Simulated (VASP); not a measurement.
Given:

```
CELL_PARAMETERS angstrom
      1.98948   -10.33209     0.00000
      1.98948    10.33209     0.00000
      0.00000     0.00000     3.87474
ATOMIC_POSITIONS crystal
  Y  0.41777 0.58223 0.25000
  Y  0.58223 0.41777 0.75000
  Ge 0.81106 0.18894 0.25000
  Ge 0.18894 0.81106 0.75000
  Ge 0.96058 0.03942 0.75000
  Ge 0.03942 0.96058 0.25000
  Ge 0.30902 0.69098 0.75000
  Ge 0.69098 0.30902 0.25000
```

The numbers are results of PBEsol GGA, VASP's PBE PAW potentials (set 64) (plane waves; VASP), not measurements. Settings: 400 eV cut-off, 9×9×9 Γ-centred mesh, tetrahedra with Blöchl corrections, potentials Y_sv Ge_d.

Question: What does the run give for the energy per atom (σ→0), band gap (on the k-mesh) with the smallest direct gap where there is one?

Answer: 
```
Item                                                         Value
------------------------  ----------------------------------------
band gap (on the k-mesh)  none (metal, semimetal or under 0.01 eV)
energy per atom (σ→0)                               -5.944 eV/atom
```

The structure comes from a computed database's YGe3 entry (Cmcm); how it stands against other phases isn't given here. It was relaxed first.
